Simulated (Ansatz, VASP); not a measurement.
## Pt16CO (Pt(100)): VASP beside Ansatz

Aim: how closely do two programs agree when they are given the same cell, functional and k mesh? The structure shown is the end of the VASP relaxation below.

Program: Ansatz 0.2.0. Level of theory: plane waves, with VASP 6.6.1 beside it; single point at PBEsol. Results are calculated unless marked as measured.

### Step 1. Starting point

The cell holds 18 atoms: 16 Pt, 1 C and 1 O. Its edges and angles: a = 5.538 Å, b = 5.538 Å, c = 20.874 Å, α = 90.0°, β = 90.0°, γ = 90.0°. It derives from Pt. As first built, before any earlier steps moved the atoms: CO over the ontop site of Pt(100). Vacuum lies along c.

### Step 2. VASP: relaxation, PBEsol

This run makes the geometry at which the two programs are then compared.

Lines of VASP's logs that name or quote its potential files are left out, and so is its time.

Input file INCAR:

```
SYSTEM = Pt16CO
PREC = Normal
ENCUT = 440
EDIFF = 1E-05
NELM = 120
ISMEAR = 1
SIGMA = 0.15
LREAL = Auto
ALGO = Fast
GGA = PS
NBANDS = 105
LASPH = .TRUE.
LORBIT = 11
LWAVE = .FALSE.
LCHARG = .FALSE.
KPAR = 2
NCORE = 2
IBRION = 2
NSW = 50
ISIF = 2
EDIFFG = -0.03
POTIM = 0.25
MAXMIX = 40
IDIPOL = 3
LDIPOL = .TRUE.
DIPOL = 0.5 0.5 0.527
```

Input file POSCAR:

```
Pt16CO
1.0
    5.5379213700      0.0000000000      0.0000000000
    0.0000000000      5.5379213700      0.0000000000
    0.0000000000      0.0000000000     20.8738526316
Pt C O
16 1 1
Selective dynamics
Direct
    0.2500000000      0.2500000000      0.3593011900  F F F
    0.7500000000      0.2500000000      0.3593011900  F F F
    0.2500000000      0.7500000000      0.3593011900  F F F
    0.7500000000      0.7500000000      0.3593011900  F F F
    0.0000000000      0.0000000000      0.4531004000  F F F
    0.5000000000      0.0000000000      0.4531004000  F F F
    0.0000000000      0.5000000000      0.4531004000  F F F
    0.5000000000      0.5000000000      0.4531004000  F F F
    0.2476847058      0.2476847058      0.5454108543  T T T
    0.7523152942      0.2476847058      0.5454108543  T T T
    0.2476847058      0.7523152942      0.5454108543  T T T
    0.7523152942      0.7523152942      0.5454108543  T T T
    0.0000000000      0.0000000000      0.6459553757  T T T
    0.5000000000      0.0000000000      0.6343333875  T T T
    0.0000000000      0.5000000000      0.6343333875  T T T
    0.5000000000      0.5000000000      0.6356208686  T T T
    0.0000000000      0.0000000000      0.7335750793  T T T
    0.0000000000      0.0000000000      0.7889832777  T T T
```

Input file KPOINTS:

```
Automatic mesh
0
Gamma
4 4 1
0 0 0
```

The projector-augmented-wave data sets are Pt, C and O (PBE family, release 64).

The run is started by

```sh
mpirun -np 4 vasp_std
```

Numbers of over 12 decimals in the logs are rounded to 6 here.

Output:

```text
[banner, memory and clock lines left out]
running    4 mpi-ranks, on    1 nodes
 distrk:  each k-point on    2 cores,    2 groups
 distr:  one band on    2 cores,    1 groups

 POSCAR found type information on POSCAR PtC O
 POSCAR found :  3 types and      18 ions
|                                                                             |
|               ----> ADVICE to this user running VASP <----                  |
|                                                                             |
|     You enforced a specific xc type in the INCAR file but a different       |
|     [... a line on the potential file left out ...]
|     I HOPE YOU KNOW WHAT YOU ARE DOING!                                     |
|                                                                             |

 LDA part: xc-table for (Slater+PW92), standard interpolation
 POSCAR, INCAR and KPOINTS ok, starting setup
 FFT: planning ... GRIDC
 FFT: planning ... GRID_SOFT
 FFT: planning ... GRID
 WAVECAR not read
 entering main loop
       N       E                     dE             d eps       ncg     rms          rms(c)
DAV:   1     0.108244714733E+04    0.10824E+04   -0.70985E+04  1260   0.123E+03
DAV:   2    -0.483667306424E+02   -0.11308E+04   -0.10582E+04  1496   0.278E+02
DAV:   3    -0.126221424317E+03   -0.77855E+02   -0.72118E+02  1485   0.686E+01
DAV:   4    -0.128885549857E+03   -0.26641E+01   -0.26068E+01  1656   0.126E+01
DAV:   5    -0.128958540345E+03   -0.72990E-01   -0.72819E-01  1576   0.204E+00    0.487E+01
RMM:   6    -0.126704236325E+03    0.22543E+01   -0.26080E+01  1262   0.156E+01    0.397E+01
RMM:   7    -0.192005261036E+03   -0.65301E+02   -0.81470E+01  1484   0.171E+01    0.607E+01
RMM:   8    -0.144866126971E+03    0.47139E+02   -0.40375E+01  1312   0.136E+01    0.379E+01
RMM:   9    -0.129514217205E+03    0.15352E+02   -0.19189E+01  1278   0.114E+01    0.232E+01
RMM:  10    -0.122364679816E+03    0.71495E+01   -0.13572E+01  1273   0.877E+00    0.143E+01
RMM:  11    -0.121241102801E+03    0.11236E+01   -0.41621E+00  1269   0.503E+00    0.108E+01
RMM:  12    -0.120161346918E+03    0.10798E+01   -0.10894E+00  1264   0.276E+00    0.440E+00
RMM:  13    -0.120119378265E+03    0.41969E-01   -0.21491E-01  1293   0.989E-01    0.305E+00
RMM:  14    -0.120112333712E+03    0.70446E-02   -0.72590E-02  1306   0.610E-01    0.266E+00
RMM:  15    -0.120117240463E+03   -0.49068E-02   -0.61702E-02  1271   0.632E-01    0.189E+00
RMM:  16    -0.120100887231E+03    0.16353E-01   -0.32790E-02  1268   0.480E-01    0.112E+00
RMM:  17    -0.120087749107E+03    0.13138E-01   -0.11395E-02  1264   0.276E-01    0.448E-01
RMM:  18    -0.120087043642E+03    0.70547E-03   -0.40709E-03  1325   0.131E-01    0.473E-01
RMM:  19    -0.120085452458E+03    0.15912E-02   -0.17110E-03  1276   0.102E-01    0.289E-01
RMM:  20    -0.120084352397E+03    0.11001E-02   -0.20949E-03  1302   0.104E-01    0.121E-01
RMM:  21    -0.120084471627E+03   -0.11923E-03   -0.37290E-04  1316   0.442E-02    0.152E-01
RMM:  22    -0.120084283003E+03    0.18862E-03   -0.23778E-04  1257   0.340E-02    0.427E-02
RMM:  23    -0.120084289509E+03   -0.65060E-05   -0.81219E-05  1105   0.179E-02
   1 F= -.12008429E+03 E0= -.12008398E+03  d E =-.120084E+03
[... from here on, the cycles between the ionic steps are left out ...]
   2 F= -.12008354E+03 E0= -.12008306E+03  d E =0.747140E-03
   3 F= -.12008452E+03 E0= -.12008414E+03  d E =-.234296E-03
   4 F= -.12008454E+03 E0= -.12008416E+03  d E =-.245767E-03
   5 F= -.12008469E+03 E0= -.12008425E+03  d E =-.158228E-03
   6 F= -.12008478E+03 E0= -.12008427E+03  d E =-.244199E-03
   7 F= -.12008487E+03 E0= -.12008432E+03  d E =-.944994E-04
   8 F= -.12008488E+03 E0= -.12008431E+03  d E =-.986653E-04
   9 F= -.12008492E+03 E0= -.12008433E+03  d E =-.410412E-04
  10 F= -.12008500E+03 E0= -.12008437E+03  d E =-.117852E-03
 curvature:  -2.07 expect dE=-0.318E-03 dE for cont linesearch -0.734E-07
 trial: gam=-0.11906 g(F)=  0.154E-03 g(S)=  0.000E+00 ort = 0.104E-04 (trialstep = 0.181E+00)
 search vector abs. value=  0.194E-03
 bond charge predicted
       N       E                     dE             d eps       ncg     rms          rms(c)
DAV:   1    -0.120085009128E+03   -0.19240E-04   -0.82330E-04  1309   0.767E-02    0.119E-02
RMM:   2    -0.120085009899E+03   -0.77035E-06   -0.14484E-05   711   0.111E-02
  11 F= -.12008501E+03 E0= -.12008439E+03  d E =-.139067E-04
 trial-energy change:   -0.000014  1 .order   -0.000013   -0.000028    0.000001
 step:   0.1772(harm=  0.1772)  dis= 0.00016  next Energy=  -120.085009 (dE=-0.135E-04)
 reached required accuracy - stopping structural energy minimisation
```

OUTCAR, selected parts (step 2):

```text
ion  position               nearest neighbor table
   1  0.250  0.250  0.359-   2 2.77   3 2.77   3 2.77   2 2.77   7 2.77   8 2.77   5 2.77   6 2.77

  LATTYP: Found a simple tetragonal cell.
 ALAT       =     5.5379213700
 C/A-ratio  =     3.7692576758

 Subroutine GETGRP returns: Found  8 space group operations
 (whereof  8 operations were pure point group operations)

The static configuration has the point symmetry C_4v.

 Found      6 irreducible k-points:

   k-points           NKPTS =      6   k-points in BZ     NKDIM =      6   number of bands    NBANDS=    105

   dimension x,y,z NGX =    28 NGY =   28 NGZ =  108
   dimension x,y,z NGXF=    56 NGYF=   56 NGZF=  216

   ENCUT  =  440.0 eV  32.34 Ry    5.69 a.u.   9.47  9.47 35.70*2*pi/ulx,y,z

   NELECT =     170.0000    total number of electrons

 k-points in reciprocal lattice and weights: Automatic mesh
   0.00000000  0.00000000  0.00000000       0.062
   0.25000000  0.00000000  0.00000000       0.250
   0.50000000  0.00000000  0.00000000       0.125
   0.25000000  0.25000000  0.00000000       0.250
   0.50000000  0.25000000  0.00000000       0.250
   0.50000000  0.50000000  0.00000000       0.062

 dipolmoment           0.000000      0.000000      0.000387 electrons x Angstroem

 average (electrostatic) potential at core
       1 -72.4002       2 -72.4002       3 -72.4002       4 -72.4002       5 -73.1541
       6 -73.1094       7 -73.1094       8 -72.9338       9 -73.1480      10 -73.1480
      11 -73.1480      12 -73.1480      13 -73.4902      14 -72.5551      15 -72.5551
      16 -72.4157      17 -56.5483      18 -76.7387

 E-fermi :   0.8788

 k-point     1 :       0.0000    0.0000    0.0000
  band No.  band energies     occupation
    ...
     77       0.7403      2.03042
     78       0.7403      2.03042
     79       0.7514      2.00325
     80       0.8628      1.17963
     81       0.8741      1.05272
     82       1.0095     -0.01213
     83       1.1047     -0.05477
     84       1.1047     -0.05477
     85       1.3310     -0.00017
     86       1.4166     -0.00000
    ...

 k-point     2 :       0.2500    0.0000    0.0000
  band No.  band energies     occupation
    ...
     81       0.7474      2.01400
     82       0.7522      2.00100
     83       0.7810      1.88404
     84       0.7906      1.82954
     85       0.8407      1.41518
     86       0.9593      0.22107
     87       1.1427     -0.03208
     88       1.1922     -0.01185
     89       1.1980     -0.01035
     90       1.2820     -0.00096
    ...

 k-point     3 :       0.5000    0.0000    0.0000
  band No.  band energies     occupation
    ...
     79       0.4125      2.00010
     80       0.4139      2.00011
     81       0.4357      2.00024
     82       0.8261      1.55604
     83       0.8751      1.04204
     84       0.9282      0.47526
     85       0.9780      0.10866
     86       0.9807      0.09527
     87       1.0062     -0.00323
     88       1.0146     -0.02452
    ...

  Total      -12.3079193    -12.3079193     -3.9578263      0.0000000      0.0000000     -0.0000000
  in kB      -30.8034271    -30.8034271     -9.9053798      0.0000000      0.0000000     -0.0000000
  external PRESSURE =     -23.8374114 kB  Pullay stress =       0.0000000 kB

  energy-cutoff  :      440.00
  volume of cell :      640.17
      direct lattice vectors                 reciprocal lattice vectors
     5.537921370  0.000000000  0.000000000     0.180573167  0.000000000  0.000000000
     0.000000000  5.537921370  0.000000000     0.000000000  0.180573167  0.000000000
     0.000000000  0.000000000 20.873852632     0.000000000  0.000000000  0.047906825

 POSITION                                       TOTAL-FORCE (eV/Angst)
 -----------------------------------------------------------------------------------
      1.38448      1.38448      7.50000         0.021989      0.021989      0.523509
      4.15344      1.38448      7.50000        -0.021989      0.021989      0.523509
      1.38448      4.15344      7.50000         0.021989     -0.021989      0.523509
      4.15344      4.15344      7.50000        -0.021989     -0.021989      0.523509
      0.00000      0.00000      9.45795         0.000000     -0.000000     -0.612444
      2.76896      0.00000      9.45795         0.000000     -0.000000     -0.347436
      0.00000      2.76896      9.45795         0.000000     -0.000000     -0.347436
      2.76896      2.76896      9.45795         0.000000     -0.000000     -0.863893
      1.37151      1.37151     11.38412         0.003375      0.003375      0.006462
      4.16641      1.37151     11.38412        -0.003375      0.003375      0.006462
      1.37151      4.16641     11.38412         0.003375     -0.003375      0.006462
      4.16641      4.16641     11.38412        -0.003375     -0.003375      0.006462
      0.00000      0.00000     13.48856         0.000000     -0.000000      0.018403
      2.76896      0.00000     13.23757         0.000000     -0.000000     -0.002055
      0.00000      2.76896     13.23757         0.000000     -0.000000     -0.002055
      2.76896      2.76896     13.27272         0.000000     -0.000000      0.001178
      0.00000      0.00000     15.31706         0.000000     -0.000000      0.019559
      0.00000      0.00000     16.47474        -0.000000     -0.000000      0.016297
 -----------------------------------------------------------------------------------
    total drift:                                0.000000      0.000000     -0.103125

  FREE ENERGIE OF THE ION-ELECTRON SYSTEM (eV)
  ---------------------------------------------------
  free  energy   TOTEN  =      -120.0850098986 eV

  energy  without entropy=     -120.0831441291  energy(sigma->0) =     -120.08438798

 reached required accuracy - stopping structural energy minimisation

 vacuum level on the upper side and lower side of the slab         6.503         6.518

 total charge
# of ion       s       p       d       tot
------------------------------------------
    1        0.618   0.417   8.031   9.067
    2        0.618   0.417   8.031   9.067
    3        0.618   0.417   8.031   9.067
    4        0.618   0.417   8.031   9.067
    5        0.639   0.632   8.019   9.289
    6        0.637   0.624   8.022   9.283
    7        0.637   0.624   8.022   9.283
    8        0.630   0.608   8.048   9.286
    9        0.646   0.642   8.035   9.323
   10        0.646   0.642   8.035   9.323
   11        0.646   0.642   8.035   9.323
   12        0.646   0.642   8.035   9.323
   13        0.705   0.711   8.051   9.467
   14        0.630   0.464   8.052   9.146
   15        0.630   0.464   8.052   9.146
   16        0.628   0.438   8.051   9.117
   17        0.950   1.585   0.000   2.535
   18        1.626   3.524   0.000   5.150
--------------------------------------------------
tot         12.767  13.913 128.580 155.260

[... 3 further parts left out ...]
```

[end of part 1 of 2]

[Lines on the potential files, build, host, timing and source positions are cut from VASP's logs without a mark.]

[Logs are printed without paths, hosts, clocks, repeated set-up lines and the standing remarks that a program may print on its own settings, such as how far it seeks lower states.]

[Hosts, paths, dates, database ids (printed as entryN), source tags and the programs' standing remarks are cut or masked in the printed files.]
